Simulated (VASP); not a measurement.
All values below come from PBE GGA, VASP's PBE PAW potentials (set 64) (plane waves; VASP).

VASP ran on this input.

KPOINTS:
```
Automatic mesh
0
Gamma
4 4 2
0 0 0
```

**INCAR**
```
ALGO = Normal   ! blocked Davidson
LMAXMIX = 6   ! l cut-off of mixed one-centre charges
LCHARG = F
ISIF = 2   ! forces and stress, cell fixed
LWAVE = F
SIGMA = 0.1
LASPH = T
ENCUT = 400   ! plane-wave cut-off (eV)
GGA = PE   ! PBE
PREC = Accurate
ISMEAR = 1   ! Methfessel-Paxton
LREAL = F   ! projection in real space or not
EDIFF = 1E-6   ! SCF stop (eV)
SYSTEM = Dy
NELM = 100
```

### POSCAR
```
Dy
1
    1.8309000000    -3.1712120000     0.0000000000
    1.8309000000     3.1712120000     0.0000000000
    0.0000000000     0.0000000000     5.7630000000
Dy
2
Direct
  0.3333330000   0.6666670000   0.2500000000
  0.6666670000   0.3333330000   0.7500000000
```

POTCAR, in this order: Dy_3 (PBE.64 set). Program: vasp_std.

The 4f electrons are frozen in the core of the lanthanide potential, so 4f levels, which can set the real gap, and their magnetism are missing. Gaps are read on the run's mesh, which can miss a band edge.

Question: Predict the energy per atom (σ→0), band gap (on the k-mesh).

Answer: 
* **energy per atom (σ→0)**: -4.481 eV/atom
* **band gap (on the k-mesh)**: none (metal, semimetal or under 0.01 eV)

### OSZICAR
```
...
DAV:   5    -0.896661940261E+01   -0.31848E-02   -0.31781E-02   300   0.909E-01    0.252E+01
DAV:   6    -0.895971558702E+01    0.69038E-02   -0.28746E-02   301   0.154E+00    0.151E+01
DAV:   7    -0.896419574123E+01   -0.44802E-02   -0.54978E-02   296   0.213E+00    0.245E-01
DAV:   8    -0.896386905066E+01    0.32669E-03   -0.30310E-03   258   0.479E-01    0.716E-02
DAV:   9    -0.896388633785E+01   -0.17287E-04   -0.29146E-04   257   0.150E-01    0.380E-02
DAV:  10    -0.896387860812E+01    0.77297E-05   -0.56266E-05   271   0.593E-02    0.559E-02
DAV:  11    -0.896387912508E+01   -0.51696E-06   -0.79775E-06   263   0.233E-02
   1 F= -.89638791E+01 E0= -.89615678E+01  d E =-.693403E-02
```

The compound is Dy in the hcp structure. The cell was not relaxed at this level. The k-mesh is coarse (spacing up to 0.55 per Å, 2π included), so the numbers may not be converged in it. The run is one of a series of settings (KPOINTS 4×4×2 Γ-centred mesh against the base run), some of them coarse on purpose.
